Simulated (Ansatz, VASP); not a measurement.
**NaY in VASP and in Ansatz**

```
CELL_PARAMETERS angstrom
3.99230 0.00000 0.00000
0.00000 3.99230 0.00000
0.00000 0.00000 3.99230
ATOMIC_POSITIONS crystal
Na 0.00000 0.00000 0.00000
Y 0.50000 0.50000 0.50000
```

Change from the starting cell: species swapped into the HoAu type (Pm-3m, No. 221).

Alike in both runs: task relaxation of cell and atoms; functional PBE; k mesh 14 × 14 × 14; occupations gaussian, width 0.1 eV; no spin polarisation.

|  | VASP | Ansatz |
| --- | --- | --- |
| version | VASP 6.6.1 | Ansatz 0.2.0 |
| potentials or method | VASP PAW PBE potentials, release 64 (Na_pv, Y_sv) | scalar-relativistic, plane waves, PAW |
| plane-wave cutoff (eV) | 600 | 420 |
| valence electrons in the cell | 18 | 20 |

|  | VASP | Ansatz | Ansatz less VASP |
| --- | --- | --- | --- |
| gap on the k mesh at the Fermi level, each at its own relaxed structure (eV) | none | none | - |
| relaxed volume (Å³/atom) | 32.29 | 32.29 | -0.005 |
| relaxed cell length with the largest relative difference (Å) | 4.012 | 4.012 | -0.0002 |

A gap of «none» marks a metal or a gap that the smearing closes. The two sets of potentials don't hold the same shells in valence.
